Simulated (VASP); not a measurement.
Runs of VASP 6.6.1 on NMgBrH2. The cell holds a molecule in a box, 5 atoms: a = 13.000 Å, b = 13.000 Å, c = 12.000 Å, α = 90.00°, β = 90.00°, γ = 90.00°. 

```csv
task,level,cell,grid for exact exchange (PRECFOCK),exchange at q = 0,gap on the mesh (eV),largest force (eV/Å)
relaxation of the atoms,PBE,"atoms relaxed from: atoms moved at random, drawn with an rms of 0.02 Å",-,-,3.20,0.01
atomic charges,PBE+TS,as given,-,-,3.26,0.35
relaxation of the atoms,SCAN+D3(BJ),atoms relaxed,-,-,3.93,0.01
electron localisation function,PBE,as given,-,-,3.26,0.35
single point,r2SCAN0+D3(BJ),as given,Fast,truncated,(a),0.17
single point,PBE,"atoms moved at random, drawn with an rms of 0.05 Å",-,-,3.30,6.65
single point,PBE,as given,-,-,3.26,0.35
```

Alike in all rows: potentials or basis VASP PAW PBE potentials, release 64 (N, Mg, Br, H); no spin polarisation; k mesh 1 × 1 × 1; cutoff (eV) 520; smearing gaussian 0.01 eV.

Q: Fill in the values left out.

A: (a) 5.72.

Caveats: the PAW data sets were made with another functional, which shifts forces and pressure a little (some runs).

A k mesh can miss the band edges, and the runs leave out spin-orbit coupling on Br.
